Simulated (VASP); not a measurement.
An input for Quantum ESPRESSO's pw.x (written as the equivalent of a VASP run, and not itself run):

```
&CONTROL
  calculation = 'scf'
  pseudo_dir = './pseudo'
  outdir = './out'
  tprnfor = .true.
  tstress = .true.
/
&SYSTEM
  ibrav = 0
  nat = 2
  ntyp = 2
  ecutwfc = 84
  occupations = 'smearing'
  smearing = 'methfessel-paxton'
  degauss = 0.00735
  input_dft = 'pbesol'
/
&ELECTRONS
  conv_thr = 7.3e-09
  electron_maxstep = 100
/
ATOMIC_SPECIES
  Zr 91.224 Zr.upf
  N 14.007 N.upf
CELL_PARAMETERS angstrom
     0.0000000    2.2540584    2.2540584
     2.2540584    0.0000000    2.2540584
     2.2540584    2.2540584    0.0000000
ATOMIC_POSITIONS crystal
  Zr   0.0000000  0.0000000  0.0000000
  N    0.5000000  0.5000000  0.5000000
K_POINTS automatic
  14 14 14 0 0 0
```

Question: Write the VASP files for the same calculation (PBEsol).

Answer: One answer among several that fit: 
File POSCAR:
```
ZrN
3.187720
  0.0000000000   0.7071067772   0.7071067772
  0.7071067772   0.0000000000   0.7071067772
  0.7071067772   0.7071067772   0.0000000000
Zr N
1 1
Direct
  0.0000000000   0.0000000000   0.0000000000
  0.5000000000   0.5000000000   0.5000000000
```

File KPOINTS:
```
Automatic mesh
0
Gamma
14 14 14
0 0 0
```

### INCAR
```
SYSTEM = ZrN
PREC = Accurate
ENCUT = 520
EDIFF = 1E-7
NELM = 100
ALGO = Normal
LREAL = .FALSE.
LASPH = .TRUE.
ISMEAR = 1
SIGMA = 0.1
GGA = PS
LMAXMIX = 4
LWAVE = .FALSE.
LCHARG = .FALSE.
ISIF = 2
```

POTCAR, in this order: Zr_sv N (PBE.64 set). Program: vasp_std.

What does not carry over: the potentials are each code's own (VASP's PAW set, PseudoDojo norm-conserving files in pw.x), so ENCUT and ecutwfc are chosen apart and not converted; conv_thr bounds pw.x's estimated SCF error, while EDIFF bounds the energy change between steps.

The compound is ZrN in the rock salt structure. This cell is one point of a volume scan, at 0.97 of the reference volume.
